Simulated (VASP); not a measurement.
Output of a VASP run:

OSZICAR:
```
       N       E                     dE             d eps       ncg     rms          rms(c)
DAV:   1     0.785133660727E+02    0.78513E+02   -0.80970E+03  1222   0.142E+03
DAV:   2    -0.106311388113E+02   -0.89145E+02   -0.84353E+02  1267   0.258E+02
DAV:   3    -0.147691826020E+02   -0.41380E+01   -0.40270E+01  1545   0.626E+01
DAV:   4    -0.148535443104E+02   -0.84362E-01   -0.84140E-01  1443   0.840E+00
DAV:   5    -0.148559078251E+02   -0.23635E-02   -0.23632E-02  1607   0.146E+00    0.162E+01
DAV:   6    -0.186772644068E+02   -0.38214E+01   -0.48128E+01  1356   0.174E+02    0.227E+01
DAV:   7    -0.129917934175E+02    0.56855E+01   -0.14490E+01  1475   0.111E+02    0.349E+00
DAV:   8    -0.129837430680E+02    0.80503E-02   -0.18920E+00  1796   0.224E+01    0.272E+00
DAV:   9    -0.129285034576E+02    0.55240E-01   -0.27247E-01  1461   0.118E+01    0.522E-01
DAV:  10    -0.129275275221E+02    0.97594E-03   -0.10271E-02  1687   0.200E+00    0.225E-01
DAV:  11    -0.129275687522E+02   -0.41230E-04   -0.60864E-04  1500   0.210E-01    0.489E-02
DAV:  12    -0.129275852912E+02   -0.16539E-04   -0.28461E-05  1618   0.741E-02    0.158E-02
DAV:  13    -0.129275821720E+02    0.31192E-05   -0.70530E-06  1724   0.637E-02    0.621E-03
DAV:  14    -0.129275820727E+02    0.99277E-07   -0.14783E-06  1916   0.193E-02    0.287E-03
DAV:  15    -0.129275820392E+02    0.33562E-07   -0.18467E-07   960   0.107E-02
   1 F= -.12927582E+02 E0= -.12927063E+02  d E =-.155861E-02
```

**OUTCAR**
```
------------------------ aborting loop because EDIFF is reached ----------------------------------------
  FORCE on cell =-STRESS in cart. coord.  units (eV):
  Direction    XX          YY          ZZ          XY          YZ          ZX
  --------------------------------------------------------------------------------------
  Total        2.2950139      2.2950139      2.2950139      0.0000000      0.0000000      0.0000000
  in kB       97.1055618     97.1055618     97.1055618      0.0000000      0.0000000      0.0000000
  external PRESSURE =      97.1055618 kB  Pullay stress =       0.0000000 kB
  volume of cell :       37.87
      direct lattice vectors                 reciprocal lattice vectors
     0.000000000  2.665266242  2.665266242    -0.187598519  0.187598519  0.187598519
     2.665266242  0.000000000  2.665266242     0.187598519 -0.187598519  0.187598519
     2.665266242  2.665266242  0.000000000     0.187598519  0.187598519 -0.187598519
 POSITION                                       TOTAL-FORCE (eV/Angst)
 -----------------------------------------------------------------------------------
      1.33263      1.33263      1.33263        -0.000000      0.000000     -0.000000
      3.99790      3.99790      3.99790        -0.000000     -0.000000      0.000000
      0.00000      0.00000      0.00000         0.000000      0.000000      0.000000
 -----------------------------------------------------------------------------------
    total drift:                               -0.000000     -0.000000      0.000000
  FREE ENERGIE OF THE ION-ELECTRON SYSTEM (eV)
  ---------------------------------------------------
  free  energy   TOTEN  =       -12.9275820392 eV

  energy  without entropy=      -12.9260234258  energy(sigma->0) =      -12.92706250
```
(Selected blocks of OUTCAR.)

### POSCAR
```
NiSi2
1
    0.0000000000     2.6652662416     2.6652662416
    2.6652662416     0.0000000000     2.6652662416
    2.6652662416     2.6652662416     0.0000000000
Si Ni
2 1
Direct
  0.2500000000   0.2500000000   0.2500000000
  0.7500000000   0.7500000000   0.7500000000
  0.0000000000   0.0000000000   0.0000000000
```

### Question
Reconstruct the remaining input files.

### Answer
One answer among several that fit: the input of the run itself, rev-vdW-DF2, plane waves, VASP's PBE PAW potentials (set 64).

INCAR:
```
SYSTEM = NiSi2
PREC = Accurate; ENCUT = 520; LREAL = F
LASPH = T
EDIFF = 1E-7; NELM = 100; ALGO = Normal
LMAXMIX = 4
ISMEAR = 1; SIGMA = 0.1
GGA = MK; LUSE_VDW = T; AGGAC = 0.0
PARAM1 = 0.1234568; PARAM2 = 0.7114; ZAB_VDW = -1.8867
ISIF = 2
LWAVE = F; LCHARG = F
```

File KPOINTS:
```
Automatic mesh
0
Gamma
10 10 10
0 0 0
```

POTCAR, in this order: Si Ni (PBE.64 set). Program: vasp_std.

The compound is NiSi2 in the fluorite structure. This cell is one point of a volume scan, at 0.94 of the reference volume. The run is not spin-polarised, so no magnetic state was tried.
